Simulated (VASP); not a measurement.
```
Be
1.0
    1.13335    -1.96302     0.00000
    1.13335     1.96302     0.00000
    0.00000     0.00000     3.55749
Be
2
Direct
  0.33333   0.66667   0.25000
  0.66667   0.33333   0.75000
```

Computed with PBE GGA, VASP's PBE PAW potentials (set 64) (plane waves; VASP). Run with 480 eV cut-off, 18×18×10 Γ-centred mesh, first-order Methfessel-Paxton smearing of 0.10 eV, potentials Be.

Energy and stress use the plane-wave basis of the starting cell.

Question: The ions, cell shape and volume at an external pressure of 30.0 GPa are relaxed. Give the cell that the relaxation ends in.

Answer: 
```
Be
1.0
    1.06194    -1.83933     0.00000
    1.06194     1.83933     0.00000
    0.00000     0.00000     3.37920
Be
2
Direct
  0.33333   0.66667   0.25000
  0.66667   0.33333   0.75000
```
Space group P6_3/mmc (194), at a tolerance of 0.03 Å.

Question: How do energy and volume change from the first to the last step?

Answer: The energy (σ→0) changes by +107.8 meV/atom and the volume by -16.6 %, in 7 ionic steps.

The compound is Be in the hcp structure. This run relaxes it under an external pressure of 30 GPa. Symmetry was kept, so distortions that lower it aren't found.
